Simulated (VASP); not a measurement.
```
CaS
1.0
    0.00000     3.15407     3.15407
    3.15407     0.00000     3.15407
    3.15407     3.15407     0.00000
Ca S
1 1
Direct
  0.00000   0.00000   0.00000
  0.25000   0.25000   0.25000
```

These are PBE GGA, VASP's PBE PAW potentials (set 64) (plane waves; VASP 6.6.1) values and carry that method's errors. Run with 400 eV cut-off, 8×8×8 Γ-centred mesh, tetrahedra with Blöchl corrections, potentials Ca_sv S.

**Question.** The job: CaS (relaxed from the zinc blende structure, space group F-43m), 2 atoms, PBE, static run, 400 eV, 8×8×8 Γ-centred mesh. Roughly how much core time does it take on a busy server core?

**Answer.** About 10 core-seconds (one run on a shared machine, a rough figure). It had 29 irreducible k-points, 12 bands, up to 1158 plane waves and 15 electronic steps.

The structure was generated: CaS was put into the zinc blende type (F-43m), which need not be its known phase. It was relaxed first, which changed the volume by -8 %.
